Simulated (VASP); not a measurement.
Data:

```xyz
2
Lattice="0.0000 2.5836 2.5836 2.6913 0.0000 2.5836 2.6913 2.5836 0.0000" Properties=species:S:1:pos:R:3 pbc="T T T"
Zn     0.0000     0.0000     0.0000
S      1.3456     1.2918     1.2918
```

These are r2SCAN meta-GGA, VASP's PBE PAW potentials (set 64) (plane waves; VASP 6.6.1) values and carry that method's errors. Numerical set-up: 480 eV cut-off, 8×8×8 Γ-centred mesh, Gaussian smearing of 0.050 eV, potentials Zn S.

### Question
Give the stress tensor in GPa (positive for a compressed cell).

### Answer

```
6.83  0.00  0.00
0.00  8.62  0.00
0.00  0.00  8.62
```
The pressure is its mean diagonal, 8.03 GPa.

The compound is ZnS in the zinc blende structure. This cell was strained or had an atom moved on purpose.
